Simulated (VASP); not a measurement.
All values below come from SCAN meta-GGA, VASP's PBE PAW potentials (set 64) (plane waves; VASP).

VASP ran on this input.

**INCAR**
```
ALGO = Normal
EDIFF = 1E-7
EDIFFG = -0.01
ENCUT = 520
IBRION = 2
ISIF = 4
ISMEAR = 0
LASPH = .True.
LCHARG = .False.
LMIXTAU = .True.
LREAL = .False.
LWAVE = .False.
METAGGA = SCAN
NELM = 100
NSW = 30
PREC = Accurate
SIGMA = 0.05
SYSTEM = SiO2
```

### POSCAR
```
SiO2
1
    4.2593076755     0.0000000000     0.0000000000
    0.0000000000     4.2593076755     0.0000000000
    0.0000000000     0.0000000000     2.7223116679
Si O
2 4
Direct
  0.0000000000   0.0000000000   0.0000000000
  0.5000000000   0.5000000000   0.5000000000
  0.3059348178   0.3059348178   1.0000000000
  0.8059348178   0.1940651822   0.5000000000
  0.1940651822   0.8059348178   0.5000000000
  0.6940651822   0.6940651822   0.0000000000
```

KPOINTS:
```
kpoints
0
Gamma
 5 5 8
0 0 0
```

POTCAR, in this order: Si O (PBE.64 set). Program: vasp_std.

The resulting files:

### OUTCAR
```
 ion  position               nearest neighbor table
   1  0.000  0.000  0.000-   4 1.79   5 1.79   4 1.79   5 1.79   3 1.84   6 1.84
   2  0.500  0.500  0.500-   3 1.79   6 1.79   3 1.79   6 1.79   5 1.84   4 1.84
   3  0.306  0.306  0.000-   2 1.79   2 1.79   1 1.84
   4  0.806  0.194  0.500-   1 1.79   1 1.79   2 1.84
   5  0.194  0.806  0.500-   1 1.79   1 1.79   2 1.84
   6  0.694  0.694  0.000-   2 1.79   2 1.79   1 1.84
  LATTYP: Found a simple tetragonal cell.
 ALAT       =     4.2593076755
 C/A-ratio  =     0.6391441697
 Subroutine PRICEL returns:
 Original cell was already a primitive cell.
 Subroutine GETGRP returns: Found 16 space group operations
The static configuration has the point symmetry D_2h.
 The point group associated with its full space group is D_4h.
The dynamic configuration has the point symmetry D_2h.
 Subroutine INISYM returns: Found 16 space group operations
 Subroutine IBZKPT returns following result:
 Found     30 irreducible k-points:

 Following reciprocal coordinates:
            Coordinates               Weight
  0.000000  0.000000  0.000000      1.000000
  0.200000  0.000000  0.000000      4.000000
  0.400000  0.000000  0.000000      4.000000
  0.200000  0.200000  0.000000      4.000000
  0.400000  0.200000  0.000000      8.000000
  0.400000  0.400000  0.000000      4.000000
  0.000000  0.000000  0.125000      2.000000
  0.200000  0.000000  0.125000      8.000000
  0.400000  0.000000  0.125000      8.000000
  0.200000  0.200000  0.125000      8.000000
  0.400000  0.200000  0.125000     16.000000
  0.400000  0.400000  0.125000      8.000000
  0.000000  0.000000  0.250000      2.000000
  0.200000  0.000000  0.250000      8.000000
  0.400000  0.000000  0.250000      8.000000
  0.200000  0.200000  0.250000      8.000000
  0.400000  0.200000  0.250000     16.000000
  0.400000  0.400000  0.250000      8.000000
  0.000000  0.000000  0.375000      2.000000
  0.200000  0.000000  0.375000      8.000000
  0.400000  0.000000  0.375000      8.000000
  0.200000  0.200000  0.375000      8.000000
  0.400000  0.200000  0.375000     16.000000
  0.400000  0.400000  0.375000      8.000000
  0.000000  0.000000  0.500000      1.000000
  0.200000  0.000000  0.500000      4.000000
  0.400000  0.000000  0.500000      4.000000
  0.200000  0.200000  0.500000      4.000000
  0.400000  0.200000  0.500000      8.000000
  0.400000  0.400000  0.500000      4.000000
   k-points           NKPTS =     30   k-points in BZ     NKDIM =     30   number of bands    NBANDS=     20
   number of dos      NEDOS =    301   number of ions     NIONS =      6
   total plane-waves  NPLWV =  20480
   dimension x,y,z NGX =    32 NGY =   32 NGZ =   20
   dimension x,y,z NGXF=    64 NGYF=   64 NGZF=   40
   ions per type =               2   4
   PREC   = accura    normal or accurate (medium, high low for compatibility)
   ISTART =      0    job   : 0-new  1-cont  2-samecut
   ICHARG =      2    charge: 1-file 2-atom 10-const
   ISPIN  =      1    spin polarized calculation?
   LNONCOLLINEAR =      F non collinear calculations
   LSORBIT =      F    spin-orbit coupling
   INIWAV =      1    electr: 0-lowe 1-rand  2-diag
   ENCUT  =  520.0 eV  38.22 Ry    6.18 a.u.   7.92  7.92  5.06*2*pi/ulx,y,z
   NELM   =    100;   NELMIN=  2; NELMDL= -5     # of ELM steps
   EDIFF  = 0.1E-06   stopping-criterion for ELM
   LREAL  =      F    real-space projection
   NLSPLINE    = F    spline interpolate recip. space projectors
   LMAXMIX     =    2 max onsite mixed and CHGCAR
   VOSKOWN=      0    Vosko Wilk Nusair interpolation
   EDIFFG = -.1E-01   stopping-criterion for IOM
   NSW    =     30    number of steps for IOM
   NBLOCK =      1;   KBLOCK =     30    inner block; outer block
...
```

OSZICAR:
```
       N       E                     dE             d eps       ncg     rms          rms(c)
DAV:   1     0.143023055096E+03    0.14302E+03   -0.18461E+04  1200   0.156E+03
DAV:   2    -0.693109014689E+02   -0.21233E+03   -0.20617E+03  1612   0.328E+02
DAV:   3    -0.764624469912E+02   -0.71515E+01   -0.71285E+01  1436   0.646E+01
DAV:   4    -0.765159162633E+02   -0.53469E-01   -0.53394E-01  1420   0.638E+00
DAV:   5    -0.765165027878E+02   -0.58652E-03   -0.58648E-03  1376   0.643E-01    0.169E+01
DAV:   6    -0.619070610345E+02    0.14609E+02   -0.97818E+00  1364   0.212E+01    0.861E+00
DAV:   7    -0.625235495208E+02   -0.61649E+00   -0.49553E+00  1248   0.245E+01    0.348E+00
DAV:   8    -0.644625231193E+02   -0.19390E+01   -0.10516E+00  1256   0.112E+01    0.167E+00
DAV:   9    -0.618514602437E+02    0.26111E+01   -0.70743E-01  1304   0.770E+00    0.579E-01
DAV:  10    -0.621699025603E+02   -0.31844E+00   -0.69150E-02  1372   0.283E+00    0.346E-01
DAV:  11    -0.622066505070E+02   -0.36748E-01   -0.10540E-02  1300   0.118E+00    0.193E-01
DAV:  12    -0.622660463382E+02   -0.59396E-01   -0.16992E-02  1260   0.155E+00    0.123E-01
DAV:  13    -0.622672090640E+02   -0.11627E-02   -0.26132E-03  1368   0.470E-01    0.255E-02
DAV:  14    -0.622675343296E+02   -0.32527E-03   -0.22285E-04  1328   0.185E-01    0.143E-02
DAV:  15    -0.622675340218E+02    0.30782E-06   -0.53909E-05  1308   0.905E-02    0.761E-03
DAV:  16    -0.622675234492E+02    0.10573E-04   -0.14975E-05  1324   0.482E-02    0.361E-03
DAV:  17    -0.622675248801E+02   -0.14309E-05   -0.43644E-06  1344   0.270E-02    0.229E-03
DAV:  18    -0.622675259397E+02   -0.10597E-05   -0.32921E-07  1056   0.725E-03    0.908E-04
DAV:  19    -0.622675260341E+02   -0.94341E-07   -0.63636E-08   792   0.308E-03
   1 F= -.62267526E+02 E0= -.62267526E+02  d E =-.622675E+02
       N       E                     dE             d eps       ncg     rms          rms(c)
DAV:   1    -0.622885867366E+02   -0.21061E-01   -0.90497E+00  1216   0.258E+01    0.919E-01
DAV:   2    -0.622886351398E+02   -0.48403E-04   -0.31303E-01  1368   0.463E+00    0.434E-01
DAV:   3    -0.622847743542E+02    0.38608E-02   -0.15610E-02  1328   0.173E+00    0.213E-01
DAV:   4    -0.622845313575E+02    0.24300E-03   -0.13487E-02  1228   0.148E+00    0.427E-02
DAV:   5    -0.622851938787E+02   -0.66252E-03   -0.92716E-03  1232   0.131E+00    0.420E-02
DAV:   6    -0.622854129410E+02   -0.21906E-03   -0.10721E-03  1320   0.481E-01    0.279E-02
DAV:   7    -0.622854219124E+02   -0.89714E-05   -0.13178E-04  1256   0.138E-01    0.606E-03
DAV:   8    -0.622854106862E+02    0.11226E-04   -0.71979E-05  1248   0.109E-01    0.315E-03
DAV:   9    -0.622854123489E+02   -0.16628E-05   -0.84117E-06  1340   0.376E-02    0.152E-03
DAV:  10    -0.622854119920E+02    0.35690E-06   -0.90518E-07  1344   0.110E-02    0.668E-04
DAV:  11    -0.622854123098E+02   -0.31777E-06   -0.19541E-07   792   0.568E-03    0.128E-04
DAV:  12    -0.622854123254E+02   -0.15567E-07   -0.24620E-08   684   0.203E-03
   2 F= -.62285412E+02 E0= -.62285412E+02  d E =-.178863E-01
       N       E                     dE             d eps       ncg     rms          rms(c)
DAV:   1    -0.622854173060E+02   -0.49962E-05   -0.16065E-03  1224   0.343E-01    0.119E-02
DAV:   2    -0.622854173921E+02   -0.86106E-07   -0.54522E-05  1384   0.613E-02    0.581E-03
DAV:   3    -0.622854178172E+02   -0.42504E-06   -0.29150E-06  1312   0.237E-02    0.276E-03
DAV:   4    -0.622854183702E+02   -0.55299E-06   -0.24554E-06  1240   0.202E-02    0.602E-04
DAV:   5    -0.622854184700E+02   -0.99877E-07   -0.15080E-06  1240   0.167E-02    0.554E-04
DAV:   6    -0.622854184020E+02    0.67993E-07   -0.14395E-07   836   0.563E-03
   3 F= -.62285418E+02 E0= -.62285418E+02  d E =-.178924E-01
       N       E                     dE             d eps       ncg     rms          rms(c)
DAV:   1    -0.622906334523E+02   -0.52150E-02   -0.44822E-01  1308   0.596E+00    0.488E-01
DAV:   2    -0.622878121031E+02    0.28213E-02   -0.65995E-03  1348   0.757E-01    0.287E-01
DAV:   3    -0.622862822266E+02    0.15299E-02   -0.54961E-03  1272   0.808E-01    0.307E-02
DAV:   4    -0.622871363722E+02   -0.85415E-03   -0.18760E-03  1216   0.555E-01    0.160E-02
DAV:   5    -0.622871894398E+02   -0.53068E-04   -0.46255E-04  1240   0.281E-01    0.155E-02
DAV:   6    -0.622871314223E+02    0.58018E-04   -0.98543E-05  1252   0.136E-01    0.363E-03
DAV:   7    -0.622871641802E+02   -0.32758E-04   -0.10357E-05  1400   0.399E-02    0.219E-03
DAV:   8    -0.622871583620E+02    0.58182E-05   -0.16338E-06  1296   0.163E-02    0.116E-03
DAV:   9    -0.622871599588E+02   -0.15968E-05   -0.12906E-06  1244   0.141E-02    0.290E-04
DAV:  10    -0.622871599986E+02   -0.39816E-07   -0.78398E-08   800   0.288E-03
   4 F= -.62287160E+02 E0= -.62287160E+02  d E =-.174160E-02
       N       E                     dE             d eps       ncg     rms          rms(c)
DAV:   1    -0.622876659704E+02   -0.50601E-03   -0.30712E-02  1308   0.156E+00    0.128E-01
DAV:   2    -0.622874680338E+02    0.19794E-03   -0.45238E-04  1364   0.198E-01    0.754E-02
DAV:   3    -0.622873464262E+02    0.12161E-03   -0.38006E-04  1264   0.215E-01    0.804E-03
DAV:   4    -0.622874115525E+02   -0.65126E-04   -0.12933E-04  1220   0.147E-01    0.437E-03
DAV:   5    -0.622874151960E+02   -0.36436E-05   -0.31936E-05  1240   0.738E-02    0.410E-03
DAV:   6    -0.622874133578E+02    0.18382E-05   -0.57384E-06  1272   0.330E-02    0.114E-03
DAV:   7    -0.622874164037E+02   -0.30459E-05   -0.71578E-07  1364   0.103E-02    0.653E-04
DAV:   8    -0.622874159312E+02    0.47254E-06   -0.22921E-07   948   0.628E-03    0.274E-04
DAV:   9    -0.622874160702E+02   -0.13905E-06   -0.76182E-08   732   0.329E-03    0.920E-05
DAV:  10    -0.622874160847E+02   -0.14476E-07   -0.11939E-08   636   0.108E-03
   5 F= -.62287416E+02 E0= -.62287416E+02  d E =-.199768E-02
```

### OUTCAR
```
------------------------ aborting loop because EDIFF is reached ----------------------------------------
  FORCE on cell =-STRESS in cart. coord.  units (eV):
  Direction    XX          YY          ZZ          XY          YZ          ZX
  --------------------------------------------------------------------------------------
  Total       -4.6663783     -4.6663783     -4.6598618      0.0000000      0.0000000      0.0000000
  in kB     -151.3821452   -151.3821452   -151.1707438      0.0000000      0.0000000      0.0000000
  external PRESSURE =    -151.3116781 kB  Pullay stress =       0.0000000 kB
  volume of cell :       49.39
      direct lattice vectors                 reciprocal lattice vectors
     4.281209317 -0.000000000  0.000000000     0.233578862  0.000000000  0.000000000
    -0.000000000  4.281209317  0.000000000     0.000000000  0.233578862  0.000000000
     0.000000000  0.000000000  2.694529525     0.000000000  0.000000000  0.371122302
 POSITION                                       TOTAL-FORCE (eV/Angst)
 -----------------------------------------------------------------------------------
      0.00000     -0.00000      0.00000         0.000000      0.000000      0.000000
      2.14060      2.14060      1.34726         0.000000      0.000000      0.000000
      1.32267      1.32267      0.00000         0.000843      0.000843      0.000000
      3.46327      0.81794      1.34726         0.000843     -0.000843      0.000000
      0.81794      3.46327      1.34726        -0.000843      0.000843      0.000000
      2.95854      2.95854      0.00000        -0.000843     -0.000843      0.000000
 -----------------------------------------------------------------------------------
    total drift:                                0.000000     -0.000000      0.000000
  FREE ENERGIE OF THE ION-ELECTRON SYSTEM (eV)
  ---------------------------------------------------
  free  energy   TOTEN  =       -62.2874160847 eV

  energy  without entropy=      -62.2874160847  energy(sigma->0) =      -62.28741608

 reached required accuracy - stopping structural energy minimisation
```
(Selected blocks of OUTCAR.)

CONTCAR:
```
SiO2
   1.00000000000000
     4.2812093167250103   -0.0000000000000000    0.0000000000000000
    -0.0000000000000000    4.2812093167250103    0.0000000000000000
     0.0000000000000000    0.0000000000000000    2.6945295249015220
  Si              O
     2     4
Direct
     0.0000000000000000    0.0000000000000000    0.0000000000000000
     0.5000000000000000    0.5000000000000000    0.5000000000000000
     0.3089470517619695    0.3089470517619695    0.0000000000000000
     0.8089470517619695    0.1910529482380306    0.5000000000000000
     0.1910529482380306    0.8089470517619695    0.5000000000000000
     0.6910529482380305    0.6910529482380305    0.0000000000000000
```

**OUTCAR**
```
 val. band max:        6.9566848962   @ k =   0.0000   0.0000   0.0000

 cond. band min:      12.5609422366   @ k =   0.0000   0.0000   0.0000


 Fermi energy:         7.2176851901

 k-point     1 :       0.0000    0.0000    0.0000
  band No.  band energies     occupation
      1     -16.0801      2.00000
      2     -12.7553      2.00000
      3     -12.7553      2.00000
      4     -12.7033      2.00000
      5      -3.5598      2.00000
      6       0.7900      2.00000
      7       0.7900      2.00000
      8       1.1748      2.00000
      9       1.8291      2.00000
     10       1.9831      2.00000
     11       3.9811      2.00000
     12       3.9811      2.00000
     13       4.4162      2.00000
     14       6.1377      2.00000
     15       6.1377      2.00000
     16       6.9567      2.00000
     17      12.5609      0.00000
     18      14.4359      0.00000
     19      16.1447      0.00000
     20      16.1447      0.00000

 k-point     2 :       0.2000    0.0000    0.0000
  band No.  band energies     occupation
      1     -15.8881      2.00000
      2     -13.5534      2.00000
      3     -12.6680      2.00000
      4     -12.2790      2.00000
      5      -3.2887      2.00000
      6      -0.1895      2.00000
      7       0.9569      2.00000
      8       1.7910      2.00000
      9       1.9769      2.00000
     10       2.7549      2.00000
     11       3.6211      2.00000
     12       4.0579      2.00000
     13       4.5037      2.00000
     14       5.3272      2.00000
     15       6.0601      2.00000
     16       6.6664      2.00000
     17      13.2099      0.00000
     18      14.7266      0.00000
     19      16.2095      0.00000
     20      16.2264      0.00000

 k-point     3 :       0.4000    0.0000    0.0000
  band No.  band energies     occupation
      1     -15.3361      2.00000
      2     -14.5047      2.00000
      3     -12.4514      2.00000
      4     -12.2475      2.00000
      5      -2.5607      2.00000
...
```

The compound is SiO2 in the rutile structure, stishovite, a high-pressure form. This cell is one point of a volume scan, at 1.06 of the reference volume. Symmetry was kept, so distortions that lower it aren't found.
